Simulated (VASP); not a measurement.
```
ZrS2
1.0
    3.71796     0.00000     0.00000
   -1.85898     3.21985     0.00000
    0.00000     0.00000     6.08458
Zr S
1 2
Direct
  0.00000   0.00000   0.00000
  0.66667   0.33333   0.76209
  0.33333   0.66667   0.23791
```

All values below come from PBE GGA, VASP's PBE PAW potentials (set 64) (plane waves; VASP). Run with 300 eV cut-off, 5×5×3 Γ-centred mesh, Gaussian smearing of 0.010 eV, potentials Zr_sv S.

At this cut-off the stress carries a Pulay error, which pulls relaxed volumes low.

**Question.** What does the run give for the energy per atom (σ→0), pressure, largest force?

**Answer.** 
```
Quantity                                Value
---------------------  ----------------------
energy per atom (σ→0)  -688.0 kJ/mol of atoms
pressure                            -1.55 GPa
largest force                      0.180 eV/Å
```

Total energies compare only between runs with the same potentials, cut-off and functional.

The structure comes from a computed database's ZrS2 entry; how it stands against other phases isn't given here. The cell was not relaxed at this level.
